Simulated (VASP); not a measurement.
CdF$_{2}$ (fluorite):

```
CELL_PARAMETERS angstrom
      0.00000     2.69500     2.69500
      2.69500     0.00000     2.69500
      2.69500     2.69500     0.00000
ATOMIC_POSITIONS crystal
  Cd 0.00000 0.00000 0.00000
  F  0.25000 0.25000 0.25000
  F  0.75000 0.75000 0.75000
```

The lowest empty band near Γ, direction [100], from mBJ (TB09) with spin-orbit coupling in VASP (PAW); its two spin partners are averaged. The gap over the points computed is 6.61 eV, and the next band on that side lies 9.56 eV away at the edge.

Numerical set-up: 520 eV cut-off, 8×8×8 Γ-centred mesh, Gaussian smearing of 0.050 eV, potentials Cd F.

```json
[
 {"distance from the edge in k (1/Å)": "0.025", "distance in energy (meV)": "4.4"},
 {"distance from the edge in k (1/Å)": "0.035", "distance in energy (meV)": "8.7"},
 {"distance from the edge in k (1/Å)": "0.050", "distance in energy (meV)": "17.7"},
 {"distance from the edge in k (1/Å)": "0.070", "distance in energy (meV)": "34.4"}
]
```

### Question
Fit E(1 + αE) = ħ²k²/2m* (ħ²/2m0 = 3.810 eV Å²) and predict the row at 0.095 1/Å.

### Answer
The rows don't resolve α, so a parabola serves: the electron mass is m* = 0.541 m0, and so 63.5 meV. The run gave 62.9 meV, -0.6 meV from the fit.

Left out are points under 3 meV from the edge, since the levels carry 0.1 meV, and points farther than half the way to the next band.

The compound is CdF2 in the fluorite structure. The cell was not relaxed at this level.
